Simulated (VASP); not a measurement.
VASP input:

**INCAR**
```
SYSTEM  =  PIr
PREC  =  Accurate; ENCUT  =  300; LREAL  =  .FALSE.
LASPH  =  .TRUE.
EDIFF  =  1E-6; NELM  =  100; ALGO  =  Normal
LMAXMIX  =  6
ISMEAR  =  -1; SIGMA  =  0.1
GGA  =  PE
ISIF  =  2
LWAVE  =  .FALSE.; LCHARG  =  .FALSE.
```

POSCAR:
```
PIr
1
   -1.5645920000     1.5645920000     5.2969380000
    1.5645920000    -1.5645920000     5.2969380000
    1.5645920000     1.5645920000    -5.2969380000
Ir P
2 2
Direct
  0.7500000000   0.7500000000   0.0000000000
  0.5000000000   0.0000000000   0.5000000000
  0.1660000000   0.1660000000   0.0000000000
  0.9160000000   0.4160000000   0.5000000000
```

**KPOINTS**
```
Automatic mesh
0
Gamma
8 8 8
0 0 0
```

POTCAR, in this order: Ir P (PBE.64 set). Program: vasp_std.

Question: Translate this PBE calculation to Quantum ESPRESSO's pw.x.

Answer: One equivalent input (not run):
```
&CONTROL
  calculation = 'scf'
  pseudo_dir = './pseudo'
  outdir = './out'
  tprnfor = .true.
  tstress = .true.
/
&SYSTEM
  ibrav = 0
  nat = 4
  ntyp = 2
  ecutwfc = 68
  occupations = 'smearing'
  smearing = 'fermi-dirac'
  degauss = 0.00735
  input_dft = 'pbe'
/
&ELECTRONS
  conv_thr = 7.3e-08
  electron_maxstep = 100
/
ATOMIC_SPECIES
  Ir 192.217 Ir.upf
  P 30.974 P.upf
CELL_PARAMETERS angstrom
    -1.5645920    1.5645920    5.2969380
     1.5645920   -1.5645920    5.2969380
     1.5645920    1.5645920   -5.2969380
ATOMIC_POSITIONS crystal
  Ir   0.7500000  0.7500000  0.0000000
  Ir   0.5000000  0.0000000  0.5000000
  P    0.1660000  0.1660000  0.0000000
  P    0.9160000  0.4160000  0.5000000
K_POINTS automatic
  8 8 8 0 0 0
```
Limits of the translation: the potentials are each code's own (VASP's PAW set, PseudoDojo norm-conserving files in pw.x), so ENCUT and ecutwfc are chosen apart and not converted; conv_thr bounds pw.x's estimated SCF error, while EDIFF bounds the energy change between steps.

The structure was generated: PIr was put into an ordered model structure, which need not be its known phase. The cell was not relaxed at this level. The k-mesh is coarse (spacing up to 0.35 per Å, 2π included), so the numbers may not be converged in it.
